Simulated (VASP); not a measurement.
# Si under uniaxial stress along [111]

How do the elastic response and the band edges of Si follow uniaxial stress along [111]?

Calculated with VASP 6.6.1; LDA; plane waves and PAW (Si), in the first sound run; inputs show where later runs differ.

## 1. The structure

The structure is cubic, space group Fd-3m (No. 227). Conventional cell: a = 5.431 Å, b = 5.431 Å, c = 5.431 Å, α = 90.00°, β = 90.00°, γ = 90.00°. Nearest to Si lie 4 Si at 2.35 Å.

Structure file:

```cif
data_structure
_symmetry_space_group_name_H-M 'P 1'
_symmetry_Int_Tables_number 1
_cell_length_a 3.8403
_cell_length_b 3.8403
_cell_length_c 3.8403
_cell_angle_alpha 60.000
_cell_angle_beta 60.000
_cell_angle_gamma 60.000
_cell_volume 40.05
loop_
_atom_site_label
_atom_site_type_symbol
_atom_site_fract_x
_atom_site_fract_y
_atom_site_fract_z
_atom_site_occupancy
Si1 Si 0.00000 0.00000 0.00000 1
Si2 Si 0.25000 0.25000 0.25000 1
```

## 2. Relax the crystal, LDA

The series starts from the cell that this level prefers, so that zero strain is near zero stress.

This step took 2 runs in a row; the last is shown.

Level: LDA; plane waves and PAW (Si).

The input, INCAR:

```
SYSTEM = Si
PREC = Accurate
ENCUT = 450
EDIFF = 1E-07
NELM = 120
ISMEAR = 0
SIGMA = 0.02
LREAL = .FALSE.
ALGO = Normal
GGA = CA
NBANDS = 10
LORBIT = 11
LWAVE = .FALSE.
LCHARG = .FALSE.
KPAR = 8
IBRION = 2
NSW = 40
ISIF = 3
EDIFFG = -0.005
POTIM = 0.4
```

The input, POSCAR:

```
Si
1.0
    0.0000000000      2.7014008244      2.7014008244
    2.7014008244      0.0000000000      2.7014008244
    2.7014008244      2.7014008244      0.0000000000
Si
2
Direct
    0.0000000000      0.0000000000      0.0000000000
    0.2500000000      0.2500000000      0.2500000000
```

The input, KPOINTS:

```
Automatic mesh
0
Gamma
10 10 10
0 0 0
```

Potentials, in the order of the species: Si (LDA family, release 64).

Run with:

```bash
mpirun -np 8 vasp_std
```

Output:

```text
[banner, memory and clock lines left out]
running    8 mpi-ranks, on    1 nodes
[...]
|                                                                             |
|           W    W    AA    RRRRR   N    N  II  N    N   GGGG   !!!           |
|           W    W   A  A   R    R  NN   N  II  NN   N  G    G  !!!           |
|           W    W  A    A  R    R  N N  N  II  N N  N  G       !!!           |
|           W WW W  AAAAAA  RRRRR   N  N N  II  N  N N  G  GGG   !            |
|           WW  WW  A    A  R   R   N   NN  II  N   NN  G    G                |
|           W    W  A    A  R    R  N    N  II  N    N   GGGG   !!!           |
|                                                                             |
|     For optimal performance we recommend to set                             |
|       NCORE = 2 up to number-of-cores-per-socket                            |
|     NCORE specifies how many cores store one orbital (NPAR=cpu/NCORE).      |
|     This setting can greatly improve the performance of VASP for DFT.       |
[...]
|     Unfortunately you need to use the default for GW and RPA                |
|     calculations (for HF NCORE is supported but not extensively tested      |
|     yet).                                                                   |
|                                                                             |

 LDA part: xc-table for (Slater(with rela. corr.)+CA(PZ))
 , standard interpolation
 POSCAR, INCAR and KPOINTS ok, starting setup
[...]
entering main loop
       N       E                     dE             d eps       ncg     rms          rms(c)
DAV:   1     0.406882481677E+01    0.40688E+01   -0.29265E+03   940   0.545E+02
DAV:   2    -0.117240577801E+02   -0.15793E+02   -0.15019E+02  1370   0.817E+01
DAV:   3    -0.121866801231E+02   -0.46262E+00   -0.46172E+00  1156   0.123E+01
DAV:   4    -0.121903766433E+02   -0.36965E-02   -0.36960E-02  1228   0.142E+00
[...]
DAV:   9    -0.119190083082E+02    0.25935E-04   -0.21563E-04  1186   0.847E-02    0.615E-02
DAV:  10    -0.119190135503E+02   -0.52421E-05   -0.13933E-05  1080   0.238E-02    0.306E-02
DAV:  11    -0.119190134771E+02    0.73155E-07   -0.75385E-07  1174   0.511E-03
   1 F= -.11919013E+02 E0= -.11919013E+02  d E =-.119190E+02
[...]
reached required accuracy - stopping structural energy minimisation
```

It took 5.8 s on 8 MPI ranks of Intel Xeon Platinum 8488C (Sapphire Rapids), shared host; peak memory 1.1 GiB; 21 s of CPU time.

The logs omit lines about the potential files and the build; timing stands in the text.

OUTCAR, selected parts (step 2):

```text
  Total        0.0006490      0.0006490      0.0006490      0.0000000      0.0000000      0.0000000
  in kB        0.0263725      0.0263725      0.0263725      0.0000000      0.0000000      0.0000000
  external PRESSURE =       0.0263725 kB  Pullay stress =       0.0000000 kB

 POSITION                                       TOTAL-FORCE (eV/Angst)
 -----------------------------------------------------------------------------------
      0.00000      0.00000      0.00000         0.000000      0.000000      0.000000
      1.35070      1.35070      1.35070        -0.000000     -0.000000     -0.000000
 -----------------------------------------------------------------------------------
    total drift:                                0.000000      0.000000     -0.000000

  FREE ENERGIE OF THE ION-ELECTRON SYSTEM (eV)
  ---------------------------------------------------
  free  energy   TOTEN  =       -11.9190134771 eV

  energy  without entropy=      -11.9190134771  energy(sigma->0) =      -11.91901348

 reached required accuracy - stopping structural energy minimisation

[... 3 further parts left out ...]
[key lines of the parts left out:]
E-fermi :   6.0354
```

This run gave:

```
energy(sigma→0) of the program : -11.9190 eV
stress, compression positive   : 0.00 along [111], 0.00 across it (mean), GPa
volume                         : 39.427 Å³
ionic steps                    : 1
```

## 3. Strain across the axis, LDA

One member in full: the axis is strained by 2 %, and the two directions across it are strained alike until their mean stress is under 0.012 GPa or five steps are spent.

Level: LDA; plane waves and PAW (Si).

INCAR: that of step 2 with these lines changed.

```diff
@@ -14,7 +14,7 @@
 LCHARG = .FALSE.
-KPAR = 8
-IBRION = 2
-NSW = 40
-ISIF = 3
-EDIFFG = -0.005
-POTIM = 0.4
+KPAR = 2
+IBRION = 1
+NSW = 25
+ISIF = 2
+EDIFFG = -0.004
+POTIM = 0.3
```

The input, POSCAR:

```
Si
1.0
    0.0425020400      2.7341778210      2.7341778210
    2.7341778210      0.0425020400      2.7341778210
    2.7341778210      2.7341778210      0.0425020400
Si
2
Direct
    0.0000000000      0.0000000000      0.0000000000
    0.2500000000      0.2500000000      0.2500000000
```

KPOINTS is that of step 2.

Run with:

```bash
mpirun -np 2 vasp_std
```

Output:

```text
[banner, memory and clock lines left out]
running    2 mpi-ranks, on    1 nodes
[...]
LDA part: xc-table for (Slater(with rela. corr.)+CA(PZ))
 , standard interpolation
 POSCAR, INCAR and KPOINTS ok, starting setup
[...]
entering main loop
       N       E                     dE             d eps       ncg     rms          rms(c)
DAV:   1     0.370856245806E+01    0.37086E+01   -0.29515E+03  2322   0.543E+02
DAV:   2    -0.116919542878E+02   -0.15401E+02   -0.14678E+02  3154   0.790E+01
DAV:   3    -0.121693705187E+02   -0.47742E+00   -0.47626E+00  2910   0.125E+01
DAV:   4    -0.121730918735E+02   -0.37214E-02   -0.37209E-02  2934   0.138E+00
[...]
DAV:  10    -0.119080983849E+02   -0.50492E-05   -0.15818E-05  2702   0.253E-02    0.759E-03
DAV:  11    -0.119080982687E+02    0.11620E-06   -0.16313E-06  2832   0.678E-03    0.392E-03
DAV:  12    -0.119080982617E+02    0.69978E-08   -0.76443E-08  1536   0.181E-03
   1 F= -.11908098E+02 E0= -.11908098E+02  d E =-.119081E+02
 BRION: g(F)=  0.319E-02 g(S)=  0.000E+00
[...]
DAV:   2    -0.119101505342E+02   -0.10517E-03   -0.11285E-03  2876   0.228E-01    0.259E-02
DAV:   3    -0.119101447092E+02    0.58249E-05   -0.11663E-05  2704   0.242E-02    0.118E-02
DAV:   4    -0.119101439391E+02    0.77016E-06   -0.43363E-06  2670   0.116E-02    0.152E-03
DAV:   5    -0.119101438686E+02    0.70467E-07   -0.92134E-07  2594   0.592E-03
   2 F= -.11910144E+02 E0= -.11910144E+02  d E =-.204561E-02
 BRION: g(F)=  0.244E-03 g(S)=  0.000E+00 retain N=  1 mean eig= 1.38
 eig:   1.383
[...]
N       E                     dE             d eps       ncg     rms          rms(c)
DAV:   1    -0.119102939248E+02   -0.14999E-03   -0.34194E-03  2332   0.322E-01    0.215E-02
DAV:   2    -0.119103095919E+02   -0.15667E-04   -0.16781E-04  2874   0.879E-02    0.101E-02
DAV:   3    -0.119103087131E+02    0.87874E-06   -0.17749E-06  2700   0.941E-03    0.457E-03
DAV:   4    -0.119103086029E+02    0.11026E-06   -0.66436E-07  2644   0.453E-03    0.603E-04
DAV:   5    -0.119103085917E+02    0.11159E-07   -0.13610E-07  1324   0.233E-03
   3 F= -.11910309E+02 E0= -.11910309E+02  d E =-.164723E-03
 BRION: g(F)=  0.195E-06 g(S)=  0.000E+00 retain N=  1 mean eig= 1.34
 eig:   1.345
 reached required accuracy - stopping structural energy minimisation
```

Wall time 28 s (2 MPI ranks); peak memory 0.27 GiB; 48 s of CPU time.

Parts of OUTCAR (step 3):

```text
  Total       -0.2953470     -0.2953470     -0.2953470     -0.2947757     -0.2947757     -0.2947757
  in kB      -11.8516400    -11.8516400    -11.8516400    -11.8287138    -11.8287138    -11.8287138
  external PRESSURE =     -11.8516400 kB  Pullay stress =       0.0000000 kB

 POSITION                                       TOTAL-FORCE (eV/Angst)
 -----------------------------------------------------------------------------------
      0.00543      0.00543      0.00543        -0.001060     -0.001060     -0.001060
      1.37229      1.37229      1.37229         0.001060      0.001060      0.001060
 -----------------------------------------------------------------------------------
    total drift:                                0.000000     -0.000000      0.000000

  FREE ENERGIE OF THE ION-ELECTRON SYSTEM (eV)
  ---------------------------------------------------
  free  energy   TOTEN  =       -11.9103085917 eV

  energy  without entropy=      -11.9103085917  energy(sigma->0) =      -11.91030859

[... 1 part as in an earlier step ...]

[... 3 further parts left out ...]
[key lines of the parts left out:]
E-fermi :   5.9550
```

Read from the output:

```
energy(sigma→0) of the program : -11.9103 eV
stress, compression positive   : -3.55 along [111], 0.00 across it (mean), GPa
ionic steps                    : 3
```

## 4. Band edges, TB-mBJ with spin-orbit coupling

Short lines in KPOINTS_OPT sample the zone centre along and across the axis, for masses, and the other valleys.

Level: TB-mBJ, spin-orbit coupling; plane waves and PAW (Si).

TB-mBJ has no energy functional, so the total energy, stress and pressure in this output mean nothing.

The input, INCAR:

```
SYSTEM = Si
PREC = Accurate
ENCUT = 450
EDIFF = 1E-06
NELM = 150
ISMEAR = 0
SIGMA = 0.02
LREAL = .FALSE.
ALGO = Normal
METAGGA = MBJ
LASPH = .TRUE.
LNONCOLLINEAR = .TRUE.
MAGMOM = 0 0 0 0 0 0
NBANDS = 18
GGA_COMPAT = .FALSE.
LSORBIT = .TRUE.
LWAVE = .FALSE.
LCHARG = .FALSE.
KPAR = 2
```

The input, POSCAR:

```
Si
1.0
    0.0425020400      2.7341778210      2.7341778210
    2.7341778210      0.0425020400      2.7341778210
    2.7341778210      2.7341778210      0.0425020400
Si
2
Direct
    0.0009845452      0.0009845452      0.0009845452
    0.2490154548      0.2490154548      0.2490154548
```

The input, KPOINTS:

```
Automatic mesh
0
Gamma
8 8 8
0 0 0
```

The input, KPOINTS_OPT:

```
Line mode
6
Line-mode
Reciprocal
  0.00000000   0.00000000   0.00000000
  0.02531913   0.02531913   0.02531913

  0.00000000   0.00000000   0.00000000
 -0.01514600   0.01514600  -0.00000000

  0.31000000   0.31000000   0.00000000
  0.50000000   0.50000000   0.00000000

  0.00000000   0.31000000   0.31000000
  0.00000000   0.50000000   0.50000000

  0.45000000   0.45000000   0.45000000
  0.50000000   0.50000000   0.50000000

  0.45000000   0.00000000   0.00000000
  0.50000000   0.00000000   0.00000000

  0.42500000   0.42500000   0.00000000
  0.42533822   0.44675790   0.02175790

  0.50000000   0.50000000   0.50000000
  0.48485400   0.51514600   0.50000000
```

Run with:

```bash
mpirun -np 2 vasp_ncl
```

Output:

```text
[banner, memory and clock lines left out]
running    2 mpi-ranks, on    1 nodes
[...]
|                                                                             |
|               ----> ADVICE to this user running VASP <----                  |
|                                                                             |
|     You enforced a specific xc type in the INCAR file but a different       |
|     [... a line on the potential file left out ...]
|     I HOPE YOU KNOW WHAT YOU ARE DOING!                                     |
|                                                                             |

 LDA part: xc-table for (None), standard interpolation
 POSCAR, INCAR and KPOINTS ok, starting setup
[...]
entering main loop
       N       E                     dE             d eps       ncg     rms          rms(c)
DAV:   1     0.366226669698E+01    0.36623E+01   -0.26505E+03  2340   0.634E+02
DAV:   2    -0.158749575729E+02   -0.19537E+02   -0.17928E+02  3098   0.106E+02
DAV:   3    -0.166597570365E+02   -0.78480E+00   -0.77623E+00  2886   0.181E+01
DAV:   4    -0.166654623176E+02   -0.57053E-02   -0.57022E-02  2930   0.199E+00
[...]
DAV:  27    -0.141219582001E+02   -0.19010E-05   -0.78605E-12  1302   0.238E-05    0.188E-05
DAV:  28    -0.141219625566E+02   -0.43565E-05   -0.65638E-12  1302   0.189E-05    0.265E-06
DAV:  29    -0.141219626852E+02   -0.12864E-06   -0.19625E-12  1296   0.134E-05
   1 F= -.14121963E+02 E0= -.14121963E+02  d E =-.347023E-23  mag=    -0.0000    -0.0000     0.0000
 Start KPOINTS_OPT (optional k-point list driver)
k-point batch [1-48\48]
       N       E                     dE             ncg
DAV:   1     0.158924551696E+04   -0.66583E+04     1728
DAV:   2     0.519239960878E+03   -0.10700E+04     2304
DAV:   3     0.475702397559E+03   -0.43538E+02     2240
DAV:   4     0.475288559526E+03   -0.41384E+00     2140
DAV:   5     0.475284179234E+03   -0.43803E-02     2210
DAV:   6     0.475284108504E+03   -0.70730E-04     2182
DAV:   7     0.475284106992E+03   -0.15117E-05     1930
DAV:   8     0.475284106934E+03   -0.58089E-07     1444
```

Run time: 2.4 min. Hardware: 2 MPI ranks; peak memory 0.58 GiB.

From OUTCAR (step 4):

```text
  LATTYP: Found a trigonal (rhomboedric) cell.
 ALAT       =     3.8669449359
 COS(alpha) =     0.5154824440

 Subroutine GETGRP returns: Found 12 space group operations
 (whereof  6 operations were pure point group operations)

The static configuration has the point symmetry C_3v.
 The point group associated with its full space group is D_3d.

 Found     65 irreducible k-points:

   k-points           NKPTS =     65   k-points in BZ     NKDIM =     65   number of bands    NBANDS=     18

   dimension x,y,z NGX =    28 NGY =   28 NGZ =   28
   dimension x,y,z NGXF=    56 NGYF=   56 NGZF=   56

   ENCUT  =  450.0 eV  33.07 Ry    5.75 a.u.   6.69  6.69  6.69*2*pi/ulx,y,z

   NELECT =       8.0000    total number of electrons

 E-fermi :   5.7074

 k-point     1 :       0.0000    0.0000    0.0000
  band No.  band energies     occupation
    ...
      4       5.3258      1.00000
      5       5.5466      1.00000
      6       5.5466      1.00000
      7       5.5758      1.00000
      8       5.5758      1.00000
      9       8.4540      0.00000
     10       8.4540      0.00000
     11       8.7692      0.00000
     12       8.7692      0.00000
     13       8.7917      0.00000
    ...

 k-point     2 :       0.1250    0.0000    0.0000
  band No.  band energies     occupation
    ...
      4       4.0864      1.00000
      5       5.1034      1.00000
      6       5.1034      1.00000
      7       5.2906      1.00000
      8       5.2906      1.00000
      9       8.5583      0.00000
     10       8.5583      0.00000
     11       8.9872      0.00000
     12       8.9872      0.00000
     13       9.1909      0.00000
    ...

  Total       24.0183450     24.0183450     24.0183450     -0.3265296     -0.3265296     -0.3265296
  in kB      963.8045483    963.8045483    963.8045483    -13.1029311    -13.1029311    -13.1029311
  external PRESSURE =     963.8045483 kB  Pullay stress =       0.0000000 kB

 POSITION                                       TOTAL-FORCE (eV/Angst)
 -----------------------------------------------------------------------------------
      0.00543      0.00543      0.00543        -0.182342     -0.182342     -0.182342
      1.37229      1.37229      1.37229         0.182342      0.182342      0.182342
 -----------------------------------------------------------------------------------
    total drift:                                0.000000     -0.000000     -0.000000

  FREE ENERGIE OF THE ION-ELECTRON SYSTEM (eV)
  ---------------------------------------------------
  free  energy   TOTEN  =       -14.1219626852 eV

  energy  without entropy=      -14.1219626852  energy(sigma->0) =      -14.12196269

 Spin-Orbit-Coupling matrix elements
 Ion:    1  E_soc:     -0.0003245
 Ion:    2  E_soc:     -0.0003245

[... 1 part as in an earlier step ...]

[... 7 further parts left out ...]
```

## 5. The whole series

LASPH is off in runs at LDA and on in runs at TB-mBJ.

Runs beyond LDA use the data sets made with LDA; this shifts their levels slightly, and their total energies have another zero (at TB-mBJ, which has no energy functional, they mean nothing).

The other members went through these steps as far as the tables show, with the same cutoff and, step by step, the same mesh; 21 runs are not shown. The session took 0.91 core hours (wall time by ranks) on a shared machine.

| strain along the axis (%) | strain across the axis (%) | stress along the axis, tension positive (GPa) | energy above the unstrained row (meV/atom) | gap on the mesh, LDA (eV) |
| --- | --- | --- | --- | --- |
| -2.000 | 0.396 | -3.660 | 4.530 | 0.258 |
| -1.500 | 0.294 | -2.750 | 2.545 | 0.313 |
| -1.000 | 0.194 | -1.827 | 1.131 | 0.362 |
| -0.500 | 0.096 | -0.912 | 0.284 | 0.409 |
| 0 | 0.000 | -0.003 | 0.000 | 0.453 |
| 0.500 | -0.090 | 0.904 | 0.270 | 0.439 |
| 1.000 | -0.180 | 1.792 | 1.090 | 0.422 |
| 1.500 | -0.270 | 2.674 | 2.452 | 0.404 |
| 2.000 | -0.360 | 3.551 | 4.352 | 0.384 |

Slopes at zero strain, from cubics through all rows: strain ratio -0.186, stress over strain 181 GPa.

Band edges at TB-mBJ with spin-orbit coupling, counted from the valence-band top at Γ, spin-orbit pairs averaged, with one row partly withheld:

| strain along the axis (%) | gap (eV) | conduction band at Γ (eV) | Δ or X valley along z (eV) | Δ or X valley along x (eV) | lowest conduction level at L, [111] (eV) | lowest conduction level at L, [-111] (eV) | second valence level below the top (eV) | third valence level below the top (eV) |
| --- | --- | --- | --- | --- | --- | --- | --- | --- |
| -2.000 | 1.021 | 2.953 | 1.021 | 1.021 | 1.890 | 2.224 | 0.234 | 0.267 |
| -1.500 | 1.081 | 3.016 | 1.081 | 1.081 | 1.988 | 2.238 | 0.170 | 0.203 |
| -1.000 | 1.135 | 3.076 | 1.135 | 1.135 | 2.082 | 2.248 | 0.109 | 0.144 |
| -0.500 | 1.183 | 3.134 | 1.183 | 1.183 | 2.173 | 2.256 | 0.050 | 0.088 |
| 0 | 1.221 | 3.177 | 1.220 | 1.220 | 2.255 | 2.255 | 0.000 | 0.047 |
| 0.500 | 1.206 | 3.126 | 1.205 | 1.205 | ? | 2.203 | 0.022 | 0.084 |
| 1.000 | 1.188 | 3.051 | 1.187 | 1.187 | 2.316 | 2.151 | 0.027 | 0.138 |
| 1.500 | 1.167 | 2.968 | 1.167 | 1.167 | 2.346 | 2.099 | 0.028 | 0.194 |
| 2.000 | 1.145 | 2.878 | 1.145 | 1.145 | 2.376 | 2.046 | 0.029 | 0.250 |

Conduction masses, in electron masses:

| strain along the axis (%) | L [111] mass, longitudinal | L [111] mass, transverse along [1-10] |
| --- | --- | --- |
| -2.000 | 1.878 | 0.151 |
| -1.500 | 1.865 | 0.151 |
| -1.000 | 1.867 | 0.151 |
| -0.500 | 1.880 | 0.151 |
| 0 | 1.883 | 0.152 |
| 0.500 | 1.886 | 0.152 |
| 1.000 | 1.925 | 0.152 |
| 1.500 | 1.900 | 0.152 |
| 2.000 | 1.924 | 0.152 |

## 6. A fit to the known rows

The quantity to fit is the splitting of the lowest conduction levels at the L points ([111] less [-111]) at TB-mBJ with spin-orbit coupling: -0.334, -0.250, -0.167, -0.083, 0.000, 0.165, 0.247, 0.329 eV in the rows shown.

Fitting a parabola to the 8 known rows (d: strain along the axis less the strain across it, in %) gives E = − 5.29e-6 d² + 0.1396 d + 6.86e-5 in eV; the residuals are 5.7e-5 eV r.m.s.

For the withheld row, d = 0.59, the fit gives 0.0824 eV.

## 7. Checking the prediction

The calculation gives 0.0823 eV, so the prediction is 0.0001 eV too high.

The splitting is Ξu times 8/9 of d, with d as a fraction, so the linear term gives Ξu = 15.7 eV.

## 8. What came out

| Item | Value |
| --- | --- |
| Poisson ratio | 0.186 |
| Young's modulus along the axis | 181 GPa |
| gap of the unstrained cell, TB-mBJ with spin-orbit coupling | 1.22 eV |
| shear deformation potential Ξu of the lowest conduction levels at L | 15.7 eV |
| error of the predicted row | 0.1 meV |

In words: As a check, the curvature of the energy gives 181 GPa for the same modulus (energy per volume = E/2 × strain²), 0 % from the slope of the stress. At TB-mBJ with spin-orbit coupling the lowest conduction valley is Δ or X throughout, and the gap runs between 1.02 and 1.22 eV. Hole masses are left out throughout, since the top bands are degenerate or cross in many series; of conduction masses, those of the Γ, L and (for Si and Ge under (001) strain) Δ valleys are kept where they change by under an eighth between rows. A measured gap of unstrained Si is 1.1 eV (arxiv:1111.5263, band gap, quoted experimental value, temperature not given); the static gaps here belong to the lattice relaxed at LDA. TB-mBJ is a potential fitted for gaps; it has no energy functional, so its total energies and forces mean nothing, and its bands tend to come out too narrow. Δ or X levels are the lowest on their line, refined by a parabola unless they lie at X; the gap is read from all points sampled and can differ from the lowest valley by some meV, or by tens of meV where strain moves the valence top off Γ. Temperature, zero-point motion and excitons are left out.

[Lines on the potential files, build, host, timing and source positions are cut from VASP's logs without a mark.]

[Logs are printed without paths, hosts, clocks, repeated set-up lines and the standing remarks that a program may print on its own settings, such as how far it seeks lower states.]

[Hosts, paths, dates, database ids (printed as entryN), source tags and the programs' standing remarks are cut or masked in the printed files.]

[In band tables of VASP the shares of atoms and orbitals are scaled to a sum of 1 inside the atoms' spheres.]
